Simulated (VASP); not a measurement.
VASP input:

**INCAR**
```
ALGO=Normal
EDIFF=1E-6
ENCUT=400
GGA=PE
ISIF=2
ISMEAR=1
ISPIN=2
LASPH=.TRUE.
LCHARG=.FALSE.
LMAXMIX=4
LORBIT=10
LREAL=.FALSE.
LWAVE=.FALSE.
MAGMOM=0.8
NELM=100
NUPDOWN=0
PREC=Accurate
SIGMA=0.1
SYSTEM=Ni
```

KPOINTS:
```
kpoints
0
gamma
 16 16 16
0 0 0
```

POSCAR:
```
Ni
1
    0.0000000000     1.7600000000     1.7600000000
    1.7600000000     0.0000000000     1.7600000000
    1.7600000000     1.7600000000     0.0000000000
Ni
1
Direct
  0.0000000000   0.0000000000   0.0000000000
```

POTCAR, in this order: Ni (PBE.64 set). Program: vasp_std.

Question: Write an equivalent input for Quantum ESPRESSO's pw.x.

Answer: One equivalent input (not run):
```
&CONTROL
  calculation = 'scf'
  pseudo_dir = './pseudo'
  outdir = './out'
  tprnfor = .true.
  tstress = .true.
/
&SYSTEM
  ibrav = 0
  nat = 1
  ntyp = 1
  ecutwfc = 98
  occupations = 'smearing'
  smearing = 'methfessel-paxton'
  degauss = 0.00735
  input_dft = 'pbe'
  nspin = 2
  starting_magnetization(1) = 0.08
  tot_magnetization = 0
/
&ELECTRONS
  conv_thr = 7.3e-08
  electron_maxstep = 100
/
ATOMIC_SPECIES
  Ni 58.693 Ni.upf
CELL_PARAMETERS angstrom
     0.0000000    1.7600000    1.7600000
     1.7600000    0.0000000    1.7600000
     1.7600000    1.7600000    0.0000000
ATOMIC_POSITIONS crystal
  Ni   0.0000000  0.0000000  0.0000000
K_POINTS automatic
  16 16 16 0 0 0
```
Limits of the translation: the potentials are each code's own (VASP's PAW set, PseudoDojo norm-conserving files in pw.x), so ENCUT and ecutwfc are chosen apart and not converted; conv_thr bounds pw.x's estimated SCF error, while EDIFF bounds the energy change between steps; starting_magnetization is a fraction of the valence charge and MAGMOM a moment in μB, so they match only roughly.

The compound is Ni in the fcc structure. The cell was not relaxed at this level. The run is one of a series of settings (NUPDOWN = 0 against the base run), some of them coarse on purpose.
